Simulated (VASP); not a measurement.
```yaml
crystal:
  lattice:
    - [1.80394, -3.12451, 0.00000]
    - [1.80394, 3.12451, 0.00000]
    - [0.00000, 0.00000, 5.55626]
  atoms:
    - { symbol: Ho, position: [0.33333, 0.66667, 0.25000] }
    - { symbol: Ho, position: [0.66667, 0.33333, 0.75000] }
```

The numbers are results of PBE GGA, VASP's PBE PAW potentials (set 64) (plane waves; VASP), not measurements. Run with 400 eV cut-off, Gaussian smearing of 0.050 eV, potentials Ho_3.

The 4f electrons are frozen in the core of the lanthanide potential, so 4f levels, which can set the real gap, and their magnetism are missing.

**Question.** Estimate the band gap (along the path) with the smallest direct gap where there is one.

**Answer.** 
* **band gap (along the path)**: none (metal, semimetal or under 0.01 eV)

Total energies compare only between runs with the same potentials, cut-off and functional.

The compound is Ho in the hcp structure. It was relaxed first.
